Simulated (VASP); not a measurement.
Output of a VASP run:

### OSZICAR
```
       N       E                     dE             d eps       ncg     rms          rms(c)
DAV:   1     0.301267822190E+03    0.30127E+03   -0.15059E+04   730   0.176E+03
DAV:   2     0.114658327433E+02   -0.28980E+03   -0.28032E+03   810   0.457E+02
DAV:   3    -0.153176676312E+02   -0.26784E+02   -0.26392E+02   822   0.152E+02
DAV:   4    -0.161544240349E+02   -0.83676E+00   -0.83586E+00   818   0.277E+01
DAV:   5    -0.161785789170E+02   -0.24155E-01   -0.24154E-01   816   0.476E+00    0.795E+00
DAV:   6    -0.143008956603E+02    0.18777E+01   -0.99238E+00   954   0.271E+01    0.260E+00
DAV:   7    -0.143006420470E+02    0.25361E-03   -0.41589E-01   732   0.454E+00    0.152E+00
DAV:   8    -0.142997293446E+02    0.91270E-03   -0.93684E-02   724   0.398E+00    0.487E-01
DAV:   9    -0.142971270834E+02    0.26023E-02   -0.17181E-02   890   0.111E+00    0.100E-01
DAV:  10    -0.142982242770E+02   -0.10972E-02   -0.12156E-03   720   0.278E-01    0.247E-02
DAV:  11    -0.142982400290E+02   -0.15752E-04   -0.57588E-05   758   0.703E-02    0.826E-03
DAV:  12    -0.142982475906E+02   -0.75616E-05   -0.12687E-05   724   0.283E-02    0.161E-03
DAV:  13    -0.142982476735E+02   -0.82890E-07   -0.45210E-07   826   0.528E-03
   1 F= -.14298248E+02 E0= -.14298248E+02  d E =-.246703E-20
```

File OUTCAR:
```
------------------------ aborting loop because EDIFF is reached ----------------------------------------
  FORCE on cell =-STRESS in cart. coord.  units (eV):
  Direction    XX          YY          ZZ          XY          YZ          ZX
  --------------------------------------------------------------------------------------
  Total        1.5370816      1.5370816      1.5370816      0.0000000     -0.0000000      0.0000000
  in kB       48.6588546     48.6588546     48.6588546      0.0000000     -0.0000000      0.0000000
  external PRESSURE =      48.6588546 kB  Pullay stress =       0.0000000 kB
  volume of cell :       50.61
      direct lattice vectors                 reciprocal lattice vectors
     0.000000000  2.935881641  2.935881641    -0.170306593  0.170306593  0.170306593
     2.935881641  0.000000000  2.935881641     0.170306593 -0.170306593  0.170306593
     2.935881641  2.935881641  0.000000000     0.170306593  0.170306593 -0.170306593
 POSITION                                       TOTAL-FORCE (eV/Angst)
 -----------------------------------------------------------------------------------
      0.00000      0.00000      0.00000        -0.000000      0.000000      0.000000
      1.46794      1.46794      1.46794        -0.000000     -0.000000     -0.000000
      4.40382      4.40382      4.40382         0.000000      0.000000      0.000000
 -----------------------------------------------------------------------------------
    total drift:                                0.000000     -0.000000      0.000000
  FREE ENERGIE OF THE ION-ELECTRON SYSTEM (eV)
  ---------------------------------------------------
  free  energy   TOTEN  =       -14.2982476735 eV

  energy  without entropy=      -14.2982476735  energy(sigma->0) =      -14.29824767
```
(Selected blocks of OUTCAR.)

File POSCAR:
```
PbF2
1
    0.0000000000     2.9358816410     2.9358816410
    2.9358816410     0.0000000000     2.9358816410
    2.9358816410     2.9358816410     0.0000000000
Pb F
1 2
Direct
  0.0000000000   1.0000000000   0.0000000000
  0.2500000000   0.2500000000   0.2500000000
  0.7500000000   0.7500000000   0.7500000000
```

Reconstruct the remaining input files.

This is not unique; one that fits is the input of the run itself, PBE GGA, plane waves, VASP's PBE PAW potentials (set 64).

### KPOINTS
```
Regular mesh
0
gamma
7 7 7
0 0 0
```

INCAR:
```
# general
SYSTEM  = PbF2
PREC    = Accurate
ENCUT   = 520
LREAL   = .FALSE.
LASPH   = .TRUE.

# electronic loop
EDIFF   = 1E-7
NELM    = 100   # most electronic steps
ALGO    = Normal
LMAXMIX = 4

# smearing
ISMEAR  = 0   # Gaussian
SIGMA   = 0.05   # width (eV)

# functional
GGA     = PE   # PBE

# ions
ISIF    = 2   # forces and stress, cell fixed

# output
LWAVE   = .FALSE.
LCHARG  = .FALSE.
```

POTCAR, in this order: Pb_d F (PBE.64 set). Program: vasp_std.

The compound is PbF2 in the fluorite structure, the β form. This cell is one point of a volume scan, at 0.94 of the reference volume.
